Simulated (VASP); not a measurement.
Level of theory: PBE GGA, VASP's PBE PAW potentials (set 64) (plane waves; VASP).

VASP ran on this input.

### INCAR
```
NELM = 100   ! most electronic steps
LREAL = .False.   ! projection in real space or not
ALGO = Normal   ! blocked Davidson
LASPH = .True.   ! aspherical one-centre terms
LWAVE = .False.
SIGMA = 0.1
LCHARG = .False.
SYSTEM = Hf
LMAXMIX = 6
EDIFF = 1E-6
PREC = Accurate
GGA = PE
ISIF = 2   ! forces and stress, cell fixed
ENCUT = 300   ! plane-wave cut-off (eV)
ISMEAR = 0   ! Gaussian
```

### POSCAR
```
Hf
1
    1.5785720000    -2.7341660000     0.0000000000
    1.5785720000     2.7341660000     0.0000000000
    0.0000000000     0.0000000000     4.9979850000
Hf
2
Direct
  0.3333330000   0.6666670000   0.2500000000
  0.6666670000   0.3333330000   0.7500000000
```

File KPOINTS:
```
Regular mesh
0
gamma
  8 8 5
```

POTCAR, in this order: Hf_pv (PBE.64 set). Program: vasp_std.

What VASP printed:

**OUTCAR**
```
 ion  position               nearest neighbor table
   1  0.333  0.667  0.250-   2 3.09   2 3.09   2 3.09   2 3.09   2 3.09   2 3.09
   2  0.667  0.333  0.750-   1 3.09   1 3.09   1 3.09   1 3.09   1 3.09   1 3.09
  LATTYP: Found a hexagonal cell.
 ALAT       =     3.1571432142
 C/A-ratio  =     1.5830719929
 Subroutine PRICEL returns:
 Original cell was already a primitive cell.
 Subroutine GETGRP returns: Found 24 space group operations
The static configuration has the point symmetry D_3d.
 The point group associated with its full space group is D_6h.
The dynamic configuration has the point symmetry D_3d.
 Subroutine INISYM returns: Found 24 space group operations
 Subroutine IBZKPT returns following result:
 Found     30 irreducible k-points:

 Following reciprocal coordinates:
            Coordinates               Weight
  0.000000  0.000000  0.000000      1.000000
  0.125000  0.000000  0.000000      6.000000
  0.250000  0.000000  0.000000      6.000000
  0.375000  0.000000  0.000000      6.000000
  0.500000  0.000000  0.000000      3.000000
  0.125000  0.125000  0.000000      6.000000
  0.250000  0.125000  0.000000     12.000000
  0.375000  0.125000  0.000000     12.000000
  0.250000  0.250000  0.000000      6.000000
  0.375000  0.250000  0.000000      6.000000
  0.000000  0.000000  0.200000      2.000000
  0.125000  0.000000  0.200000     12.000000
  0.250000  0.000000  0.200000     12.000000
  0.375000  0.000000  0.200000     12.000000
  0.500000  0.000000  0.200000      6.000000
  0.125000  0.125000  0.200000     12.000000
  0.250000  0.125000  0.200000     24.000000
  0.375000  0.125000  0.200000     24.000000
  0.250000  0.250000  0.200000     12.000000
  0.375000  0.250000  0.200000     12.000000
  0.000000  0.000000  0.400000      2.000000
  0.125000  0.000000  0.400000     12.000000
...
```

### OSZICAR
```
       N       E                     dE             d eps       ncg     rms          rms(c)
DAV:   1     0.328540462957E+02    0.32854E+02   -0.89725E+03   920   0.904E+02
DAV:   2    -0.190562928192E+02   -0.51910E+02   -0.50708E+02  1074   0.207E+02
DAV:   3    -0.204961228922E+02   -0.14398E+01   -0.14348E+01  1092   0.252E+01
DAV:   4    -0.205074824055E+02   -0.11360E-01   -0.11357E-01   996   0.292E+00
DAV:   5    -0.205076566018E+02   -0.17420E-03   -0.17418E-03  1096   0.287E-01    0.673E+01
DAV:   6    -0.200104886836E+02    0.49717E+00   -0.46060E-01   900   0.527E+00    0.399E+01
DAV:   7    -0.198343187325E+02    0.17617E+00   -0.77944E-01   888   0.657E+00    0.196E+00
DAV:   8    -0.198251661260E+02    0.91526E-02   -0.51938E-02   936   0.175E+00    0.357E-01
DAV:   9    -0.198252672433E+02   -0.10112E-03   -0.11162E-03  1188   0.263E-01    0.218E-01
DAV:  10    -0.198252553141E+02    0.11929E-04   -0.65026E-05   960   0.655E-02    0.318E-01
DAV:  11    -0.198252578605E+02   -0.25464E-05   -0.10293E-05  1068   0.247E-02    0.219E-02
DAV:  12    -0.198252584679E+02   -0.60747E-06   -0.71200E-07   672   0.701E-03
   1 F= -.19825258E+02 E0= -.19821903E+02  d E =-.671158E-02
```

**OUTCAR**
```
------------------------ aborting loop because EDIFF is reached ----------------------------------------
  FORCE on cell =-STRESS in cart. coord.  units (eV):
  Direction    XX          YY          ZZ          XY          YZ          ZX
  --------------------------------------------------------------------------------------
  Total        1.2071079      1.2071071      1.1900306     -0.0000000      0.0000000      0.0000000
  in kB       44.8272871     44.8272574     44.1931040     -0.0000000      0.0000000      0.0000000
  external PRESSURE =      44.6158828 kB  Pullay stress =       0.0000000 kB
  volume of cell :       43.14
      direct lattice vectors                 reciprocal lattice vectors
     1.578572000 -2.734166000  0.000000000     0.316741967 -0.182871120  0.000000000
     1.578572000  2.734166000  0.000000000     0.316741967  0.182871120  0.000000000
     0.000000000  0.000000000  4.997985000     0.000000000  0.000000000  0.200080632
 POSITION                                       TOTAL-FORCE (eV/Angst)
 -----------------------------------------------------------------------------------
      1.57857      0.91139      1.24950         0.000000      0.000000      0.000000
      1.57857     -0.91139      3.74849        -0.000000     -0.000000      0.000000
 -----------------------------------------------------------------------------------
    total drift:                                0.000005      0.000177     -0.000015
  FREE ENERGIE OF THE ION-ELECTRON SYSTEM (eV)
  ---------------------------------------------------
  free  energy   TOTEN  =       -19.8252584679 eV

  energy  without entropy=      -19.8185468878  energy(sigma->0) =      -19.82190268
```
(Selected blocks of OUTCAR.)

At this cut-off the stress carries a Pulay error, which pulls relaxed volumes low.

The structure is a typed Hf crystal (P6_3/mmc). The cell was not relaxed at this level.
